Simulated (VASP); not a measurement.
Output of a VASP run:

OSZICAR:
```
       N       E                     dE             d eps       ncg     rms          rms(c)
DAV:   1     0.236037848803E+02    0.23604E+02   -0.58322E+03  4760   0.211E+03
DAV:   2    -0.172788460855E+02   -0.40883E+02   -0.38785E+02  4643   0.202E+02
DAV:   3    -0.177424713542E+02   -0.46363E+00   -0.46268E+00  5572   0.316E+01
DAV:   4    -0.177460851209E+02   -0.36138E-02   -0.36137E-02  5495   0.249E+00
DAV:   5    -0.177461331323E+02   -0.48011E-04   -0.48016E-04  5519   0.231E-01    0.811E+00
DAV:   6    -0.157138164544E+02    0.20323E+01   -0.28726E+01  4885   0.131E+02    0.566E+00
DAV:   7    -0.151595513618E+02    0.55427E+00   -0.59297E+00  4924   0.555E+01    0.585E-01
DAV:   8    -0.151402007574E+02    0.19351E-01   -0.10379E-01  5299   0.707E+00    0.900E-01
DAV:   9    -0.151341794117E+02    0.60213E-02   -0.11918E-01  5961   0.792E+00    0.306E-02
DAV:  10    -0.151354430822E+02   -0.12637E-02   -0.63489E-03  4793   0.110E+00    0.153E-01
DAV:  11    -0.151365883618E+02   -0.11453E-02   -0.27483E-03  6406   0.988E-01    0.117E-02
DAV:  12    -0.151370665429E+02   -0.47818E-03   -0.41923E-04  4917   0.386E-01    0.590E-02
DAV:  13    -0.151367434373E+02    0.32311E-03   -0.31737E-04  6277   0.391E-01    0.690E-03
DAV:  14    -0.151367370416E+02    0.63956E-05   -0.17832E-05  4778   0.735E-02    0.238E-03
DAV:  15    -0.151367281801E+02    0.88616E-05   -0.15898E-06  5094   0.298E-02    0.416E-04
DAV:  16    -0.151367265309E+02    0.16492E-05   -0.52987E-07  4773   0.999E-03    0.909E-04
DAV:  17    -0.151367201917E+02    0.63392E-05   -0.84456E-08  2484   0.546E-03    0.536E-05
DAV:  18    -0.151367203923E+02   -0.20059E-06   -0.29817E-09  2391   0.872E-04    0.191E-05
DAV:  19    -0.151367205307E+02   -0.13842E-06   -0.81859E-10  2397   0.568E-04    0.841E-06
DAV:  20    -0.151367204581E+02    0.72545E-07   -0.11774E-10  2377   0.210E-04
   1 F= -.15136720E+02 E0= -.15136720E+02  d E =0.000000E+00
       N       E                     dE             ncg
```

### OUTCAR
```
------------------------ aborting loop because EDIFF is reached ----------------------------------------
  FORCE on cell =-STRESS in cart. coord.  units (eV):
  Direction    XX          YY          ZZ          XY          YZ          ZX
  --------------------------------------------------------------------------------------
  Total       -0.0080704     -0.0080704     -0.0080704      0.0000000     -0.0000000      0.0000000
  in kB       -1.1479076     -1.1479076     -1.1479076      0.0000000     -0.0000000      0.0000000
  external PRESSURE =      -1.1479076 kB  Pullay stress =       0.0000000 kB
  volume of cell :       11.26
      direct lattice vectors                 reciprocal lattice vectors
     0.000000000  1.779193415  1.779193415    -0.281026220  0.281026220  0.281026220
     1.779193415  0.000000000  1.779193415     0.281026220 -0.281026220  0.281026220
     1.779193415  1.779193415  0.000000000     0.281026220  0.281026220 -0.281026220
 POSITION                                       TOTAL-FORCE (eV/Angst)
 -----------------------------------------------------------------------------------
      0.00000      0.00000      0.00000        -0.000000     -0.000000     -0.000000
 -----------------------------------------------------------------------------------
    total drift:                               -0.000000     -0.000000     -0.000000
  FREE ENERGIE OF THE ION-ELECTRON SYSTEM (eV)
  ---------------------------------------------------
  free  energy   TOTEN  =       -15.1367204581 eV

  energy  without entropy=      -15.1367204581  energy(sigma->0) =      -15.13672046

 total charge

# of ion       s       p       d       tot
------------------------------------------
    1        0.476   0.435   9.189  10.099
```
(Selected blocks of OUTCAR.)

POSCAR:
```
Cu
1
    0.0000000000     1.7791934155     1.7791934155
    1.7791934155     0.0000000000     1.7791934155
    1.7791934155     1.7791934155     0.0000000000
Cu
1
Direct
  0.0000000000   0.0000000000   0.0000000000
```

Question: Write an INCAR and KPOINTS that could have produced this output.

Answer: One answer among several that fit: the input of the run itself, SCAN meta-GGA, plane waves, VASP's PBE PAW potentials (set 64).

**KPOINTS**
```
Regular mesh
0
G
  20 20 20
0 0 0
```

### KPOINTS_OPT
```
k-points along high-symmetry lines
10
Line-mode
Reciprocal
  0.000000   0.000000   0.000000 ! GAMMA
  0.500000   0.000000   0.500000 ! X

  0.500000   0.000000   0.500000 ! X
  0.625000   0.250000   0.625000 ! U

  0.375000   0.375000   0.750000 ! K
  0.000000   0.000000   0.000000 ! GAMMA

  0.000000   0.000000   0.000000 ! GAMMA
  0.500000   0.500000   0.500000 ! L

  0.500000   0.500000   0.500000 ! L
  0.500000   0.250000   0.750000 ! W

  0.500000   0.250000   0.750000 ! W
  0.500000   0.000000   0.500000 ! X
```

**INCAR**
```
LMIXTAU = .True.
LWAVE = .False.
NEDOS = 601
SYSTEM = Cu
LMAXMIX = 4
PREC = Accurate
EDIFF = 1E-7
ENCUT = 520   ! plane-wave cut-off (eV)
LASPH = .True.   ! aspherical one-centre terms
LORBIT = 11
NELM = 100
LREAL = .False.   ! projection in real space or not
ISIF = 2
ALGO = Normal
LCHARG = .False.
ISMEAR = -5
METAGGA = SCAN
```

POTCAR, in this order: Cu (PBE.64 set). Program: vasp_std.

For a metal the tetrahedron method with Blöchl corrections gives inexact stress and forces.

The compound is Cu in the fcc structure. It was relaxed first.
